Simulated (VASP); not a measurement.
**NaH (relaxed from the CsCl type structure, space group Pm-3m): computed properties**

Level of theory: PBEsol GGA, VASP's PBE PAW potentials (set 64) (plane waves; VASP).

```
Item                                                                             Value
---------------------------------------------  ---------------------------------------
space group                                                                Pm-3m (221)
cell                                           a = b = c = 2.917 Å, α = β = γ = 90.00°
volume per atom                                                          12.41 Å³/atom
band gap (over mesh and band path)                                             0.79 eV
smallest direct gap (over mesh and band path)                                  4.42 eV
band-edge character                                                   indirect, R to X
density                                                                     1.61 g/cm³
```

Space group Pm-3m (No. 221); a = 2.9170 Å, b = 2.9170 Å, c = 2.9170 Å, α = 90.00°, β = 90.00°, γ = 90.00°

| atom | site | symmetry | x | y | z |
|---|---|---|---|---|---|
| Na | 1a | m-3m | 0.0000 | 0.0000 | 0.0000 |
| H | 1b | m-3m | 0.5000 | 0.5000 | 0.5000 |

The structure was generated: NaH was put into the CsCl type type (Pm-3m), which need not be its known phase. It was relaxed first, which changed the volume by +48 %. Symmetry was kept, so distortions that lower it aren't found.
